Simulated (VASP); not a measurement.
# Al2SiF2 (P1) in VASP: a series of runs

Aim: see how the results for Al2SiF2 move with the level of theory and the settings. Levels: PBE, r2SCAN. Tasks: relaxation of cell and atoms, single point.

Program: VASP 6.6.1. These are calculated values, not measurements. Logs are shortened: lines on timing, memory, paths and dates and some standing lists are left out, and cuts for length are marked.

### 1 Starting point

The typed cell holds 10 atoms: a = 2.938 Å, b = 6.348 Å, c = 8.809 Å, α = 91.72°, β = 93.42°, γ = 96.43°.

The cell was built by a generator and needn't be a form met in nature.

### 2 Relaxation of cell and atoms, PBE

INCAR

```
SYSTEM = Al2SiF2
ALGO     = Normal         ! electronic algorithm
EDIFF    = 1E-6           ! SCF threshold, eV
EDIFFG   = -0.01          ! ionic threshold
ENCUT    = 520            ! plane-wave cutoff, eV
GGA      = PE             ! functional
IBRION   = 2              ! ionic algorithm
ISIF     = 3              ! what is computed and relaxed
ISMEAR   = 0              ! smearing method
KPAR     = 8            
LASPH    = .TRUE.         ! aspherical terms in the spheres
LCHARG   = .FALSE.        ! write CHGCAR
LREAL    = .FALSE.        ! projectors in reciprocal space
LWAVE    = .FALSE.        ! write WAVECAR
NELM     = 120            ! most SCF steps
NSW      = 90             ! ionic steps
PREC     = Accurate       ! precision mode
SIGMA    = 0.1            ! smearing width, eV
```

KPOINTS

```
k-points
0
G
  7 4 4
  0 0 0
```

POSCAR

```
Al2SiF2
1.0
    2.9376252600      0.0000000000      0.0000000000
   -0.7107813100      6.3077827900      0.0000000000
   -0.5260679000     -0.3257006000      8.7876605400
Al Si F
4 2 4
Direct
    0.8823416000      0.3428722000      0.8158839500
    0.8895427600      0.7455796500      0.7759917800
    0.3672167400      0.1399717000      0.2484096100
    0.1282812800      0.7291423000      0.1124854300
    0.7911507600      0.0170762200      0.9866112900
    0.4944728700      0.4137568500      0.0662107700
    0.3317180000      0.2544330100      0.6947621800
    0.3844197800      0.8163872800      0.6573310100
    0.8991130700      0.1863974800      0.3707936900
    0.2925363400      0.8602598600      0.3027540400
```

Potentials or basis: VASP PAW PBE potentials, release 64 (Al, Si, F).

Started as:

```bash
cat potpaw_PBE.64/Al/POTCAR potpaw_PBE.64/Si/POTCAR potpaw_PBE.64/F/POTCAR > POTCAR
mpirun -np 8 vasp_std > vasp.out
```

OUTCAR:

```text
SYSTEM = Al2SiF2
   EDIFF = 1E-6
   EDIFFG = -0.01
   ENCUT = 520
   GGA = PE
   IBRION = 2
   ISIF = 3
   ISMEAR = 0
   LASPH = .TRUE.
   LREAL = .FALSE.
   NELM = 120
   NSW = 90
   PREC = Accurate

 ion  position               nearest neighbor table
   1  0.882  0.343  0.816-   7 1.87   7 1.90   2 2.59   6 2.59   5 2.59   6 2.75
   2  0.890  0.746  0.776-   8 1.86   8 1.87   5 2.55   1 2.59   4 3.01
   3  0.367  0.140  0.248-   9 1.84   9 1.84  10 1.85   6 2.41   5 2.81   5 2.82   4 2.83
   4  0.128  0.729  0.112-  10 1.86   6 2.41   5 2.44   6 2.58   5 2.82   3 2.83   2 3.01
   5  0.791  0.017  0.987-   4 2.44   2 2.55   1 2.59   3 2.81   3 2.82   4 2.82   6 2.84   6 3.11

   6  0.494  0.414  0.066-   4 2.41   3 2.41   4 2.58   1 2.59   1 2.75   5 2.84   5 3.11
   7  0.332  0.254  0.695-   1 1.87   1 1.90
   8  0.384  0.816  0.657-   2 1.86   2 1.87
   9  0.899  0.186  0.371-   3 1.84   3 1.84
  10  0.293  0.860  0.303-   3 1.85   4 1.86

  LATTYP: Found a triclinic cell.
 ALAT       =     2.9376252600
 B/A-ratio  =     3.2173114609
 C/A-ratio  =     2.1608280401
 COS(alpha) =     0.0067920348
 COS(beta)  =     0.1119745688
 COS(gamma) =     0.3664796905

  Lattice vectors:

 A1 = (  -2.9376252600,   0.0000000000,   0.0000000000)
 A2 = (  -3.4636931600,  -0.3257006000,   8.7876605400)
 A3 = (  -0.7107813100,   6.3077827900,   0.0000000000)

Analysis of symmetry for initial positions (statically):
=====================================================================
 Subroutine PRICEL returns:
 Original cell was already a primitive cell.

 Routine SETGRP: Setting up the symmetry group for a
 triclinic supercell.

 Subroutine GETGRP returns: Found  1 space group operations
 (whereof  1 operations were pure point group operations)
 out of a pool of  2 trial point group operations.

The static configuration has the point symmetry C_1 .

Analysis of symmetry for dynamics (positions and initial velocities):
=====================================================================
 Subroutine PRICEL returns:
 Original cell was already a primitive cell.

 Routine SETGRP: Setting up the symmetry group for a
 triclinic supercell.

 Subroutine GETGRP returns: Found  1 space group operations
 (whereof  1 operations were pure point group operations)
 out of a pool of  2 trial point group operations.
[... 138 lines left out ...]
  volume/ion in A,a.u.               =      16.28       109.89
  Fermi-wavevector in a.u.,A,eV,Ry     =   1.089531  2.058916 16.151188  1.187079
  Thomas-Fermi vector in A             =   2.225737
   LORBIT       =      0    0 simple, 1 ext, 2 COOP (PROOUT), +10 PAW based schemes
   GGA     = PE    functional components
   LHFCALC =     F    Hartree Fock is set to
   AEXX    =    0.0000 exact exchange contribution
   IVDW    =     0    specifies the selected vdW correction
   LEPSILON=     F    determine dielectric tensor
   LRPA    =     F    only Hartree local field effects (RPA)
 conjugate gradient relaxation of ions
 non-spin polarized calculation
 Gauss-broadening in eV      SIGMA  =   0.10
  energy-cutoff  :      520.00
  volume of cell :      162.83
 maximum number of plane-waves:      4415
 NGX is ok and might be reduce to    24
   NGX = 11   NGY = 23   NGZ = 33

--------------------------------------- Ionic step        1  -------------------------------------------

 number of electron      48.0000002 magnetization

 Free energy of the ion-electron system (eV)
  ---------------------------------------------------
  ext. energy  EPLUGINS =         0.00000000
  ---------------------------------------------------
  free energy    TOTEN  =       -48.21018897 eV

  energy without entropy =      -48.21015163  energy(sigma->0) =      -48.21017030

------------------------ aborting loop because EDIFF is reached ----------------------------------------

  FORCE on cell =-STRESS in cart. coord.  units (eV):
  Direction    XX          YY          ZZ          XY          YZ          ZX
  --------------------------------------------------------------------------------------
  -------------------------------------------------------------------------------------
  Total        0.2925121      6.4104249      0.7984848     -1.7359860      0.3162034     -0.1308663
  in kB        2.8781140     63.0740914      7.8565310    -17.0808866      3.1112205     -1.2876325
  external PRESSURE =      24.6029121 kB  Pullay stress =       0.0000000 kB
[... 113 lines left out ...]
  FREE ENERGIE OF THE ION-ELECTRON SYSTEM (eV)
  ---------------------------------------------------
  free  energy   TOTEN  =       -48.3392312984 eV

  energy  without entropy=      -48.3391289227  energy(sigma->0) =      -48.33918011

[... ionic steps 4 to 75 ...]

--------------------------------------- Ionic step       76  -------------------------------------------

 number of electron      47.9999989 magnetization

------------------------ aborting loop because EDIFF is reached ----------------------------------------
[... 83 lines left out ...]
--------------------------------------- Ionic step       78  -------------------------------------------

 number of electron      47.9999989 magnetization

 Free energy of the ion-electron system (eV)
  ---------------------------------------------------
  ext. energy  EPLUGINS =         0.00000000
  ---------------------------------------------------
  free energy    TOTEN  =       -48.47334975 eV

  energy without entropy =      -48.47318343  energy(sigma->0) =      -48.47326659

 E-fermi :   4.6598     XC(G=0):  -8.7348

 val. band max:        4.4655500237   @ k =   0.4286  -0.2500   0.2500
 cond. band min:       4.8381754098   @ k =   0.0000   0.5000  -0.0000
 fundamental gap:      0.3726253862
 Fermi energy:         4.6598260210

 k-point     1 :       0.0000    0.0000    0.0000
  band No.  band energies     occupation
      1     -21.9408      2.00000
      2     -21.5660      2.00000
      3     -21.3230      2.00000
      4     -21.1589      2.00000
      5      -6.9564      2.00000
      6      -4.8904      2.00000
[... 781 lines left out ...]
     29       8.2901      0.00000
     30       9.3017      0.00000

 [... further k-points ...]

------------------------ aborting loop because EDIFF is reached ----------------------------------------

  FORCE on cell =-STRESS in cart. coord.  units (eV):
  Direction    XX          YY          ZZ          XY          YZ          ZX
  --------------------------------------------------------------------------------------
  -------------------------------------------------------------------------------------
  Total        0.0160121      0.0060079      0.0173930     -0.0049702      0.0132754      0.0018226
  in kB        0.1519502      0.0570129      0.1650544     -0.0471657      0.1259797      0.0172958
  external PRESSURE =       0.1246725 kB  Pullay stress =       0.0000000 kB
[... 25 lines left out ...]
  FREE ENERGIE OF THE ION-ELECTRON SYSTEM (eV)
  ---------------------------------------------------
  free  energy   TOTEN  =       -48.4733497543 eV

  energy  without entropy=      -48.4731834276  energy(sigma->0) =      -48.47326659

 reached required accuracy - stopping structural energy minimisation
```

OSZICAR:

```text
N       E                     dE             d eps       ncg     rms          rms(c)
DAV:   1     0.272178119082E+03    0.27218E+03   -0.22408E+04  3480   0.139E+03
DAV:   2    -0.272918270253E+02   -0.29947E+03   -0.28932E+03  4334   0.286E+02
DAV:   3    -0.504518612477E+02   -0.23160E+02   -0.22967E+02  4146   0.864E+01
[... 614 lines left out ...]
       N       E                     dE             d eps       ncg     rms          rms(c)
DAV:   1    -0.484733203350E+02    0.48753E-05   -0.15708E-02  3480   0.905E-01    0.301E-02
DAV:   2    -0.484733538790E+02   -0.33544E-04   -0.42586E-04  3966   0.139E-01    0.162E-02
DAV:   3    -0.484733509871E+02    0.28919E-05   -0.48403E-06  4122   0.181E-02    0.900E-03
DAV:   4    -0.484733497303E+02    0.12568E-05   -0.33032E-06  3442   0.162E-02    0.178E-03
DAV:   5    -0.484733497543E+02   -0.24043E-07   -0.75152E-07  1914   0.637E-03
  78 F= -.48473350E+02 E0= -.48473267E+02  d E =-.246211E-04
```

CONTCAR:

```text
Al2SiF2
   1.00000000000000
     2.8926508700598457   -0.1031473882695737    0.0396798135682240
    -0.9265764936000744    6.7179774508666963   -0.0114328778735607
    -0.3847140546049860   -0.3230560902811094    8.7256637193053699
  Al              Si              F
     4     2     4
Direct
     0.9194480950010721    0.3674845717353166    0.8337283128124314
     0.9057095461341224    0.7542326288071213    0.7751853768115928
     0.3363061552524986    0.1179026271478642    0.2425953925542797
     0.1406626298671941    0.7256065174404419    0.0953807031724090
     0.7892240994054661    0.0145597166117871    0.9830170189794872
     0.4817746775946327    0.4150187370818908    0.0838768516994952
     0.3671158880907109    0.2813685684764245    0.7080252952584848
     0.4210042204947974    0.8197836556255090    0.6499101181033831
     0.8659799323553224    0.1602958124814142    0.3697858623826195
     0.2335679558041873    0.8496237145922273    0.2897288182258163

  0.00000000E+00  0.00000000E+00  0.00000000E+00
  0.00000000E+00  0.00000000E+00  0.00000000E+00
  0.00000000E+00  0.00000000E+00  0.00000000E+00
  0.00000000E+00  0.00000000E+00  0.00000000E+00
  0.00000000E+00  0.00000000E+00  0.00000000E+00
  0.00000000E+00  0.00000000E+00  0.00000000E+00
  0.00000000E+00  0.00000000E+00  0.00000000E+00
  0.00000000E+00  0.00000000E+00  0.00000000E+00
  0.00000000E+00  0.00000000E+00  0.00000000E+00
  0.00000000E+00  0.00000000E+00  0.00000000E+00
```

It took 15 min on 8 MPI ranks of AMD EPYC 9R45 (Zen 5), shared host; peak memory 0.46 GiB.

What came out:

* Free energy: -48.4733 eV
* Relaxed volume: 16.88 Å³/atom
* Relaxed cell: a = 2.895 Å, b = 6.782 Å, c = 8.740 Å, α = 91.85°, β = 91.66°, γ = 99.90°
* Space group after relaxing (to 0.05 Å): P1 (No. 1)
* Energy gained by relaxing: 26.3 meV/atom
* Ionic steps: 78
* Pressure after relaxing: 0.0 GPa
* Largest force after relaxing: 0.007 eV/Å
* Band gap on the k mesh: none (metal or under the smearing width)

Forces on the atoms (eV/Å):
```
Al   0.004  0.002 -0.001
Al   0.000 -0.001  0.004
Al  -0.002 -0.004 -0.001
Al  -0.001  0.001 -0.005
Si  -0.001  0.004  0.006
Si   0.000 -0.001  0.000
F    0.000  0.002 -0.001
F    0.001  0.000 -0.006
F   -0.001 -0.002  0.000
F    0.000 -0.001  0.003
```

The path:
```
step  energy change (eV)  largest force (eV/Å)  pressure (GPa)  volume (Å³)
   1              0.0000                0.2380            2.46       162.83
   3             -0.1290                0.4591           -1.04       169.40
   5             -0.1771                0.3834            0.31       167.24
   7             -0.2025                0.2589           -0.02       167.14
   9             -0.2270                0.1888            0.19       166.89
  11             -0.2375                0.2469           -0.06       167.69
  13             -0.2507                0.1662           -0.25       168.21
  15             -0.2540                0.1217            0.15       167.64
  17             -0.2561                0.0704           -0.06       167.92
  19             -0.2571                0.0752            0.15       167.73
  21             -0.2580                0.0572           -0.04       168.22
  23             -0.2587                0.0429            0.04       168.32
  25             -0.2590                0.0260           -0.06       168.56
  27             -0.2592                0.0232            0.04       168.44
  29             -0.2593                0.0227           -0.01       168.55
  31             -0.2595                0.0250            0.04       168.58
  33             -0.2597                0.0279           -0.02       168.87
  35             -0.2599                0.0242            0.04       168.97
  37             -0.2601                0.0243           -0.04       169.32
  39             -0.2603                0.0314            0.02       169.48
  41             -0.2606                0.0234           -0.01       169.81
  43             -0.2608                0.0229            0.00       169.87
  45             -0.2609                0.0265           -0.05       169.95
  47             -0.2611                0.0225            0.02       169.85
  49             -0.2612                0.0185           -0.01       169.89
  51             -0.2613                0.0237           -0.01       169.90
  53             -0.2615                0.0232           -0.02       169.86
  55             -0.2616                0.0262           -0.01       169.79
  57             -0.2619                0.0217            0.02       169.66
  59             -0.2621                0.0365           -0.09       169.70
  61             -0.2624                0.0275           -0.04       169.47
  63             -0.2624                0.0269           -0.02       169.37
  65             -0.2627                0.0260            0.05       169.01
  67             -0.2628                0.0259           -0.02       169.06
  69             -0.2629                0.0224            0.00       169.01
  71             -0.2630                0.0178            0.01       168.97
  73             -0.2631                0.0154           -0.03       168.97
  75             -0.2631                0.0108            0.01       168.85
  77             -0.2631                0.0117            0.01       168.84
  78             -0.2632                0.0070            0.01       168.83
```

Final structure:
```xyz
10
Lattice="2.8927 -0.1031 0.0397 -0.9266 6.7180 -0.0114 -0.3847 -0.3231 8.7257" Properties=species:S:1:pos:R:3 pbc="T T T"
Al    1.9984    2.1046    7.3071
Al    1.6228    4.7231    6.7913
Al    0.7702    0.6790    2.1288
Al   -0.3021    4.8293    0.8295
Si    1.8913   -0.3012    8.6086
Si    0.9768    2.7113    0.7463
F     0.5288    1.6236    6.1893
F     0.2082    5.2539    5.6782
F     2.2142    0.8681    3.2592
F    -0.2231    5.5901    2.5276
```

Levels at points of the mesh, in eV from the Fermi level:
| k point | band 20 | band 21 | band 22 | band 23 | band 24 | band 25 | band 26 | band 27 | band 28 | band 29 |
| --- | --- | --- | --- | --- | --- | --- | --- | --- | --- | --- |
| (0.00, 0.00, 0.00) | -4.85 | -3.03 | -2.85 | -0.87 | 1.16 | 1.83 | 2.04 | 2.57 | 3.96 | 4.35 |
| (0.00, 0.50, 0.00) | -4.74 | -3.62 | -3.27 | -1.55 | 0.18 | 1.73 | 1.78 | 3.59 | 3.88 | 4.12 |
| (0.00, 0.00, 0.50) | -5.03 | -3.05 | -2.82 | -0.76 | 1.23 | 1.71 | 2.05 | 2.47 | 3.55 | 4.44 |
| (0.00, 0.50, 0.50) | -4.82 | -3.67 | -3.30 | -1.51 | 0.31 | 1.72 | 2.04 | 3.01 | 3.40 | 4.12 |

(Continued in part 2 of 2.)
